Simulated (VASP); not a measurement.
## Co: single point with PBEsol

The system is Co.

```
CELL_PARAMETERS angstrom
2.50700 0.00000 0.00000
-1.25350 2.17113 0.00000
0.00000 0.00000 4.07000
ATOMIC_POSITIONS crystal
Co 0.33333 0.66667 0.25000
Co 0.66667 0.33333 0.75000
```

```
Program                : VASP 6.6.1
Task                   : single point
Functional             : PBEsol
Potentials or basis    : VASP PAW PBE potentials, release 64 (Co)
Cutoff                 : 520 eV
k mesh                 : 21 × 21 × 10
Occupations            : gaussian, width 0.1 eV
Spin                   : collinear spin, ferromagnetic start
Starting moments       : [2.0, 2.0] μB
Further INCAR settings : ALGO = Fast; EDIFF = 1e-06
```

| Property | Result |
| --- | --- |
| Pressure | -14.2 GPa |
| Band gap on the k mesh | none (metal or under the smearing width) |
| Net moment | 3.24 μB per cell |
| Site moments | Co +1.64 μB |
| Valence electrons inside the program's atomic spheres | Co 8.23 |

Stress tensor (GPa, compression positive):
```
-13.83   0.00   0.00
  0.00 -13.83   0.00
  0.00   0.00 -15.06
```

Levels at points of the mesh, in eV from the Fermi level:
Spin up:
```tsv
k point	band 9	band 10	band 11	band 12	band 13	band 14
(0.00, 0.00, 0.00)	-1.89	-0.84	-0.84	-0.16	6.10	21.80
(0.00, 0.00, 0.50)	-1.14	-1.14	-1.14	-1.14	14.64	14.64
```
Spin down:
```csv
k point,band 4,band 5,band 6,band 7,band 8,band 9,band 10,band 11
"(0.00, 0.00, 0.00)",-0.91,-0.91,-0.56,-0.56,-0.16,-0.13,-0.13,1.04
"(0.00, 0.00, 0.50)",-1.49,-0.97,-0.97,-0.97,-0.97,0.71,0.71,0.71
```

Wall time 89 s on 1 thread of Intel(R) Xeon(R) 6975P-C (Granite Rapids), on a shared host, peak memory 0.25 GiB.

Caveat: the PAW data sets were made with another functional, which shifts forces and pressure a little.
